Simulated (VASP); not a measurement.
For cubic CaS (rock salt), PBE GGA, VASP's PBE PAW potentials (set 64) (VASP) gives ε∞ = 5.00, a static ε₀ = 12.21 and a transverse optical mode at 215 cm⁻¹.

Problem. Estimate the longitudinal optical frequency at Γ.

Solution. By the Lyddane-Sachs-Teller relation, ω_LO = ω_TO √(ε₀/ε∞) = 215 × √(12.21/5.00) = 336 cm⁻¹.

The compound is CaS in the rock salt structure. It was relaxed first.
